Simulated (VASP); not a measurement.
Co3SbS4, 8 atoms in the cell. The structure is tetragonal, space group I-42m (No. 121). The conventional cell has a = 5.282 Å, b = 5.282 Å, c = 9.958 Å, α = 90.00°, β = 90.00°, γ = 90.00°. Co (site symmetry -42m) is surrounded by 4 S at 2.14 Å. Co (site symmetry -4) has 4 S at 2.16 Å as nearest neighbours. Sb (site symmetry -42m) has 4 S at 2.61 Å as nearest neighbours. S (site symmetry m) has 3 Co at 2.14 to 2.16 Å as nearest neighbours. The cell was built by a generator and needn't be a form met in nature.

| Quantity | Value |
| --- | --- |
| Program | VASP 6.6.1 |
| Task | single point |
| Functional | r2SCAN |
| Potentials or basis | VASP PAW PBE potentials, release 64 (Co, Sb, S) |
| Cutoff | 520 eV |
| k mesh | 4 × 4 × 4 |
| Occupations | methfessel-paxton, width 0.1363 eV |
| Spin | no spin polarisation |
| Dipole correction | no |
| Further INCAR settings | ALGO = Normal; EDIFF = 1e-06; NBANDS = 38 |

Potentials or basis: VASP PAW PBE potentials, release 64 (Co, Sb, S).

Command:

```bash
$ cat potpaw_PBE.64/Co/POTCAR potpaw_PBE.64/Sb/POTCAR potpaw_PBE.64/S/POTCAR > POTCAR
$ cp INCAR.step1 INCAR
$ mpirun -np 1 vasp_std > vasp.out
$ cp INCAR.step2 INCAR
$ mpirun -np 1 vasp_std > vasp.out
```

Hardware: 1 thread of Intel(R) Xeon(R) Platinum 8375C CPU @ 2.90GHz (Ice Lake), with other jobs on the host.

**Question.** Estimate the wall time of this run.

**Answer.** It took 4.1 min on 1 thread of Intel(R) Xeon(R) Platinum 8375C CPU @ 2.90GHz (Ice Lake), on a shared host, peak memory 0.32 GiB. Counts: scf iterations 11, k points 13.
